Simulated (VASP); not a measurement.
Crystal: LuBi.

```
Lu Bi
1.0
     0.00000    3.10197    3.10197
     3.10197    0.00000    3.10197
     3.10197    3.10197    0.00000
Lu Bi
1 1
Direct
  0.50000 0.50000 0.50000
  0.00000 0.00000 0.00000
```

The cell comes from a database or a generator and needn't be the stable form of this composition.

- Program: VASP 6.6.1
- Task: relaxation of cell and atoms
- Functional: PBEsol
- Potentials or basis: VASP PAW PBE potentials, release 64 (Lu, Bi_d)
- Cutoff: 600 eV
- k mesh: 12 × 12 × 12
- Occupations: gaussian, width 0.1 eV
- Spin: no spin polarisation

At the start: pressure -1.9 GPa; volume 29.85 Å³/atom.

Problem. Where does the relaxation end?

Solution. Over 3 steps the energy falls by 5.6 meV/atom and the volume is 28.90 Å³/atom (-3.2 %); space group Fm-3m (No. 225, to 0.05 Å).

The path:
```tsv
step	energy change (eV)	largest force (eV/Å)	pressure (GPa)	volume (Å³)
1	0.0000	0.0000	-1.86	59.70
2	-0.0075	0.0000	1.16	56.76
3	-0.0112	0.0000	-0.01	57.81
```

Final structure:
```
CELL_PARAMETERS angstrom
0.00000 3.06892 3.06892
3.06892 0.00000 3.06892
3.06892 3.06892 0.00000
ATOMIC_POSITIONS crystal
Lu 0.50000 0.50000 0.50000
Bi 0.00000 0.00000 0.00000
```

Caveat: the PAW data sets were made with another functional, which shifts forces and pressure a little.
